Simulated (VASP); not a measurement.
# Ca3ZrN3 (Pm-3m) in VASP: notebook

One crystal, Ca3ZrN3, is run at these levels: PBE; tasks: single point.

Everything below comes from runs of VASP 6.6.1. Logs are shortened: lines on timing, memory, paths and dates and some standing lists are left out, and cuts for length are marked.

### Step 1. The crystal as given

Symmetry: Pm-3m, No. 221, cubic system. Conventional cell: a = 4.800 Å, b = 4.800 Å, c = 4.800 Å, α = 90.00°, β = 90.00°, γ = 90.00°. Around Ca (site symmetry 4/mmm) lie 4 N at 2.40 Å. Around Zr (site symmetry m-3m) lie 6 N at 2.40 Å. N (site symmetry 4/mmm) has 4 Ca at 2.40 Å and 2 Zr at 2.40 Å as nearest neighbours.

The cell was built by a generator and needn't be a form met in nature.

### Step 2. Single point, PBE

File INCAR:

```
  PREC = Accurate
  ENCUT = 520
  EDIFF = 1E-6
  ISMEAR = 0
  SIGMA = 0.1
  LREAL = F
  LASPH = T
  NELM = 120
  ALGO = Normal
  ISIF = 2
  LWAVE = F
  LCHARG = F
  GGA = PE
```

File KPOINTS:

```
regular mesh
0
Gamma
  6 6 6
```

File POSCAR:

```
Ca3ZrN3
1.0
    4.8001500000      0.0000000000      0.0000000000
    0.0000000000      4.8001500000      0.0000000000
    0.0000000000      0.0000000000      4.8001500000
Ca Zr N
3 1 3
Direct
    0.0000000000      0.5000000000      0.5000000000
    0.5000000000      0.0000000000      0.5000000000
    0.5000000000      0.5000000000      0.0000000000
    0.0000000000      0.0000000000      0.0000000000
    0.5000000000      0.0000000000      0.0000000000
    0.0000000000      0.5000000000      0.0000000000
    0.0000000000      0.0000000000      0.5000000000
```

Potentials or basis: VASP PAW PBE potentials, release 64 (Ca_sv, Zr_sv, N).

The run is started by

```console
$ cat potpaw_PBE.64/Ca_sv/POTCAR potpaw_PBE.64/Zr_sv/POTCAR potpaw_PBE.64/N/POTCAR > POTCAR
$ mpirun -np 1 vasp_std > vasp.out
```

OUTCAR:

```text
PREC = Accurate
   ENCUT = 520
   EDIFF = 1E-6
   ISMEAR = 0
   LREAL = F
   LASPH = T
   NELM = 120
   ISIF = 2
   GGA = PE

 ion  position               nearest neighbor table
   1  0.000  0.500  0.500-   6 2.40   7 2.40   6 2.40   7 2.40   4 3.39   4 3.39   4 3.39   4 3.39

   2  0.500  0.000  0.500-   5 2.40   7 2.40   5 2.40   7 2.40   4 3.39   4 3.39   4 3.39   4 3.39

   3  0.500  0.500  0.000-   5 2.40   6 2.40   5 2.40   6 2.40   4 3.39   4 3.39   4 3.39   4 3.39

   4  0.000  0.000  0.000-   5 2.40   6 2.40   7 2.40   7 2.40   6 2.40   5 2.40   1 3.39   2 3.39
                             1 3.39   1 3.39   3 3.39   2 3.39   1 3.39   2 3.39   3 3.39   3 3.39
   5  0.500  0.000  0.000-   2 2.40   3 2.40   4 2.40   2 2.40   3 2.40   4 2.40
   6  0.000  0.500  0.000-   1 2.40   3 2.40   4 2.40   1 2.40   4 2.40   3 2.40
   7  0.000  0.000  0.500-   1 2.40   2 2.40   4 2.40   4 2.40   1 2.40   2 2.40

  LATTYP: Found a simple cubic cell.
 ALAT       =     4.8001500000

  Lattice vectors:

 A1 = (   4.8001500000,   0.0000000000,   0.0000000000)
 A2 = (   0.0000000000,   4.8001500000,   0.0000000000)
 A3 = (   0.0000000000,   0.0000000000,   4.8001500000)

Analysis of symmetry for initial positions (statically):
=====================================================================
 Subroutine PRICEL returns:
 Original cell was already a primitive cell.

 Routine SETGRP: Setting up the symmetry group for a
 simple cubic supercell.

 Subroutine GETGRP returns: Found 48 space group operations
 (whereof 48 operations were pure point group operations)
 out of a pool of 48 trial point group operations.

The static configuration has the point symmetry O_h .

Analysis of symmetry for dynamics (positions and initial velocities):
=====================================================================
 Subroutine PRICEL returns:
 Original cell was already a primitive cell.

 Routine SETGRP: Setting up the symmetry group for a
 simple cubic supercell.

 Subroutine GETGRP returns: Found 48 space group operations
 (whereof 48 operations were pure point group operations)
 out of a pool of 48 trial point group operations.

The dynamic configuration has the point symmetry O_h .

 Subroutine INISYM returns: Found 48 space group operations
 (whereof 48 operations are pure point group operations),
 and found     1 'primitive' translations

----------------------------------------------------------------------------------------

                                     Primitive cell

  volume of cell :     110.6024

  direct lattice vectors                    reciprocal lattice vectors
     4.800150000  0.000000000  0.000000000     0.208326823  0.000000000  0.000000000
     0.000000000  4.800150000  0.000000000     0.000000000  0.208326823  0.000000000
     0.000000000  0.000000000  4.800150000     0.000000000  0.000000000  0.208326823

  length of vectors
     4.800150000  4.800150000  4.800150000     0.208326823  0.208326823  0.208326823

  position of ions in fractional coordinates (direct lattice)
     0.000000000  0.500000000  0.500000000
     0.500000000  0.000000000  0.500000000
     0.500000000  0.500000000  0.000000000
     0.000000000  0.000000000  0.000000000
     0.500000000  0.000000000  0.000000000
     0.000000000  0.500000000  0.000000000
     0.000000000  0.000000000  0.500000000

  ion indices of the primitive-cell ions
   primitive index   ion index
                 1           1
                 2           2
                 3           3
                 4           4
                 5           5
                 6           6
                 7           7

----------------------------------------------------------------------------------------

 KPOINTS: regular mesh

Automatic generation of k-mesh.
 Grid dimensions read from file:
 generate k-points for:    6    6    6

 Generating k-lattice:

  Cartesian coordinates                     Fractional coordinates (reciprocal lattice)
     0.034721137  0.000000000  0.000000000     0.166666667  0.000000000  0.000000000
     0.000000000  0.034721137  0.000000000     0.000000000  0.166666667  0.000000000
     0.000000000  0.000000000  0.034721137     0.000000000  0.000000000  0.166666667

  Length of vectors
     0.034721137  0.034721137  0.034721137

  Shift w.r.t. Gamma in fractional coordinates (k-lattice)
     0.000000000  0.000000000  0.000000000

 Subroutine IBZKPT returns following result:
 ===========================================

 Found     20 irreducible k-points:

 Following reciprocal coordinates:
            Coordinates               Weight
  0.000000  0.000000  0.000000      1.000000
  0.166667  0.000000  0.000000      6.000000
  0.333333  0.000000  0.000000      6.000000
  0.500000  0.000000  0.000000      3.000000
  0.166667  0.166667  0.000000     12.000000
  0.333333  0.166667  0.000000     24.000000
[... 12 lines left out ...]
  0.500000  0.500000  0.333333      6.000000
  0.500000  0.500000  0.500000      1.000000
   k-points           NKPTS =     20   k-points in BZ     NKDIM =     20   number of bands    NBANDS=     34
   number of dos      NEDOS =    301   number of ions     NIONS =      7
   total plane-waves  NPLWV =  46656
   dimension x,y,z NGX =    36 NGY =   36 NGZ =   36
   dimension x,y,z NGXF=    72 NGYF=   72 NGZF=   72
   ions per type =               3   1   3
   NGX,Y,Z   is equivalent  to a cutoff of  12.47, 12.47, 12.47 a.u.
   NGXF,Y,Z  is equivalent  to a cutoff of  24.94, 24.94, 24.94 a.u.
 SYSTEM =  unknown system
   PREC   = accura    normal or accurate (medium, high low for compatibility)
   ISTART =      0    job   : 0-new  1-cont  2-samecut
   ICHARG =      2    charge: 1-file 2-atom 10-const
   ISPIN  =      1    spin polarized calculation?
   LNONCOLLINEAR =      F non collinear calculations
   LSORBIT =      F    spin-orbit coupling
   LASPH  =      T    aspherical Exc in radial PAW
   ENCUT  =  520.0 eV  38.22 Ry    6.18 a.u.   8.93  8.93  8.93*2*pi/ulx,y,z
   NELM   =    120;   NELMIN=  2; NELMDL= -5     # of ELM steps
   EDIFF  = 0.1E-05   stopping-criterion for ELM
   LREAL  =      F    real-space projection
   EDIFFG = 0.1E-04   stopping-criterion for IOM
   NSW    =      0    number of steps for IOM
   IBRION =     -1    ionic relax: 0-MD 1-quasi-New 2-CG
   NFREE  =      0    steps in history (QN), initial steepest desc. (CG)
   ISIF   =      2    stress and relaxation
   ISYM   =      2    0-nonsym 1-usesym 2-fastsym
   POTIM  = 0.5000    time-step for ionic-motion
   TEBEG  =    0.0;   TEEND  =   0.0 temperature during run
   PSTRESS=    0.0 pullay stress
   NELECT =      57.0000    total number of electrons
   NUPDOWN=      -1.0000    fix difference up-down
   EMIN   =  10.00;   EMAX   =-10.00  energy-range for DOS
   EFERMI =   0.00;   METHOD = LEGACY
   ISMEAR =     0;   SIGMA  =   0.10  broadening in eV -4-tet -1-fermi 0-gaus
   EFERMI_NEDOS =   21; number of points for ismear=-14 and -15
   IALGO  =     38    algorithm
   IMIX   =      4    mixing-type and parameters
     AMIX     =   0.40;   BMIX     =  1.00
     AMIX_MAG =   1.60;   BMIX_MAG =  1.00
  volume/ion in A,a.u.               =      15.80       106.63
  Fermi-wavevector in a.u.,A,eV,Ry     =   1.312537  2.480336 23.439492  1.722754
  Thomas-Fermi vector in A             =   2.442923
   LORBIT       =      0    0 simple, 1 ext, 2 COOP (PROOUT), +10 PAW based schemes
   GGA     = PE    functional components
   LHFCALC =     F    Hartree Fock is set to
   AEXX    =    0.0000 exact exchange contribution
   IVDW    =     0    specifies the selected vdW correction
   LEPSILON=     F    determine dielectric tensor
   LRPA    =     F    only Hartree local field effects (RPA)
 non-spin polarized calculation
 Gauss-broadening in eV      SIGMA  =   0.10
  energy-cutoff  :      520.00
  volume of cell :      110.60
 maximum number of plane-waves:      3016
 NGX is ok and might be reduce to    36
   NGX = 17   NGY = 17   NGZ = 17

 number of electron      56.9999976 magnetization

 Free energy of the ion-electron system (eV)
  ---------------------------------------------------
  ext. energy  EPLUGINS =         0.00000000
  ---------------------------------------------------
  free energy    TOTEN  =       -46.36207365 eV

  energy without entropy =      -46.35288748  energy(sigma->0) =      -46.35748057

 E-fermi :   5.3937     XC(G=0): -10.5337

 val. band max:        5.3774305174   @ k =   0.0000   0.0000   0.0000
 cond. band min:       5.4056160845   @ k =   0.3333   0.3333   0.0000
 fundamental gap:      0.0281855671
 Fermi energy:         5.3937318003

 k-point     1 :       0.0000    0.0000    0.0000
  band No.  band energies     occupation
      1     -43.8475      2.00000
      2     -34.1637      2.00000
      3     -34.0651      2.00000
      4     -34.0651      2.00000
      5     -21.8404      2.00000
      6     -21.8404      2.00000
[... 26 lines left out ...]
     33       8.6044      0.00000
     34       8.6044      0.00000

 k-point     2 :       0.1667    0.0000    0.0000
  band No.  band energies     occupation
      1     -43.8475      2.00000
      2     -34.1579      2.00000
      3     -34.0709      2.00000
      4     -34.0649      2.00000
      5     -21.8450      2.00000
      6     -21.8398      2.00000
[... 26 lines left out ...]
     33       8.4004      0.00000
     34       8.7811      0.00000

 k-point     3 :       0.3333    0.0000    0.0000
  band No.  band energies     occupation
      1     -43.8473      2.00000
      2     -34.1429      2.00000
      3     -34.0859      2.00000
      4     -34.0645      2.00000
      5     -21.8541      2.00000
      6     -21.8386      2.00000
[... 26 lines left out ...]
     33       7.9738      0.00000
     34       9.1627      0.00000
[... 556 lines left out ...]
 k-point    19 :       0.5000    0.5000    0.3333
  band No.  band energies     occupation
      1     -43.8467      2.00000
      2     -34.0967      2.00000
      3     -34.0967      2.00000
      4     -34.0965      2.00000
      5     -21.8654      2.00000
      6     -21.8654      2.00000
[... 26 lines left out ...]
     33       8.7428      0.00000
     34       8.7440      0.00000

 k-point    20 :       0.5000    0.5000    0.5000
  band No.  band energies     occupation
      1     -43.8467      2.00000
      2     -34.0964      2.00000
      3     -34.0964      2.00000
      4     -34.0964      2.00000
      5     -21.8664      2.00000
      6     -21.8664      2.00000
[... 26 lines left out ...]
     33       9.0689      0.00000
     34       9.0689      0.00000

------------------------ aborting loop because EDIFF is reached ----------------------------------------

  FORCE on cell =-STRESS in cart. coord.  units (eV):
  Direction    XX          YY          ZZ          XY          YZ          ZX
  --------------------------------------------------------------------------------------
  -------------------------------------------------------------------------------------
  Total       -0.0039637     -0.0039637     -0.0039637      0.0000000      0.0000000     -0.0000000
  in kB       -0.0574176     -0.0574176     -0.0574176      0.0000000      0.0000000     -0.0000000
  external PRESSURE =      -0.0574176 kB  Pullay stress =       0.0000000 kB

 VOLUME and BASIS-vectors are now :
 -----------------------------------------------------------------------------
  energy-cutoff  :      520.00
  volume of cell :      110.60
      direct lattice vectors                 reciprocal lattice vectors
     4.800150000  0.000000000  0.000000000     0.208326823  0.000000000  0.000000000
     0.000000000  4.800150000  0.000000000     0.000000000  0.208326823  0.000000000
     0.000000000  0.000000000  4.800150000     0.000000000  0.000000000  0.208326823

 POSITION                                       TOTAL-FORCE (eV/Angst)
 -----------------------------------------------------------------------------------
      0.00000      2.40008      2.40008         0.000000      0.000000      0.000000
      2.40008      0.00000      2.40008         0.000000      0.000000      0.000000
      2.40008      2.40008      0.00000         0.000000      0.000000      0.000000
      0.00000      0.00000      0.00000         0.000000      0.000000      0.000000
      2.40008      0.00000      0.00000         0.000000      0.000000      0.000000
      0.00000      2.40008      0.00000         0.000000      0.000000      0.000000
      0.00000      0.00000      2.40008         0.000000      0.000000      0.000000
 -----------------------------------------------------------------------------------
    total drift:                                0.000000      0.000000      0.000000

  FREE ENERGIE OF THE ION-ELECTRON SYSTEM (eV)
  ---------------------------------------------------
  free  energy   TOTEN  =       -46.3620736493 eV

  energy  without entropy=      -46.3528874808  energy(sigma->0) =      -46.35748057
```

It took 82 s on 1 thread of AMD EPYC 7R13 (Zen 3), shared host; peak memory 0.21 GiB.

Results:

- Free energy: -46.3621 eV
- Pressure: 0.0 GPa
- Band gap on the k mesh: none (metal or under the smearing width)

### Step 3. Single point, PBE, collinear spin, ferromagnetic start

Edit INCAR of step 2 so:

```diff
@@ -7,3 +7,3 @@
   LASPH = T
-  NELM = 120
+  NELM = 150
   ALGO = Normal
@@ -12,2 +12,6 @@
   LCHARG = F
+  ISPIN = 2
+  MAGMOM = 0 0 0 1.5 0 0 0
+  LORBIT = 11
+  LMAXMIX = 4
   GGA = PE
```

KPOINTS is that of step 2.

POSCAR is that of step 2.

Potentials or basis: VASP PAW PBE potentials, release 64 (Ca_sv, Zr_sv, N).

The run is started by

```console
$ cat potpaw_PBE.64/Ca_sv/POTCAR potpaw_PBE.64/Zr_sv/POTCAR potpaw_PBE.64/N/POTCAR > POTCAR
$ mpirun -np 1 vasp_std > vasp.out
```

It took 3.2 min on 1 thread of AMD EPYC 7R13 (Zen 3), shared host; peak memory 0.28 GiB.

It converged, with:

```
Free energy                                           : -46.3621 eV
Pressure                                              : 0.0 GPa
Band gap on the k mesh                                : none (metal or under the smearing width)
Net moment                                            : 0.00 μB per cell
Valence electrons inside the program's atomic spheres : Ca 8.30; Zr 9.54; N 3.63
```

Levels at points of the mesh, in eV from the Fermi level:
Spin up:
| k point | band 26 | band 27 | band 28 | band 29 | band 30 | band 31 |
| --- | --- | --- | --- | --- | --- | --- |
| (0.00, 0.00, 0.00) | -0.83 | -0.63 | -0.63 | -0.63 | -0.02 | -0.02 |
| (0.50, 0.00, 0.00) | -1.96 | -0.89 | -0.89 | -0.27 | 0.41 | 2.35 |
| (0.50, 0.50, 0.00) | -2.11 | -2.05 | -1.82 | 0.53 | 2.18 | 2.80 |
| (0.50, 0.50, 0.50) | -1.98 | -1.98 | -1.98 | 1.15 | 2.47 | 2.47 |
Spin down:
```tsv
k point	band 24	band 25	band 26	band 27	band 28	band 29	band 30	band 31	band 32	band 33
(0.00, 0.00, 0.00)	-0.83	-0.83	-0.83	-0.63	-0.63	-0.63	-0.02	-0.02	-0.02	3.21
(0.50, 0.00, 0.00)	-2.12	-1.96	-1.96	-0.89	-0.89	-0.27	0.41	2.35	2.52	2.52
(0.50, 0.50, 0.00)	-2.73	-2.11	-2.11	-2.05	-1.82	0.54	2.18	2.80	2.80	2.81
(0.50, 0.50, 0.50)	-3.32	-3.32	-1.98	-1.98	-1.98	1.15	2.47	2.47	2.47	3.68
```
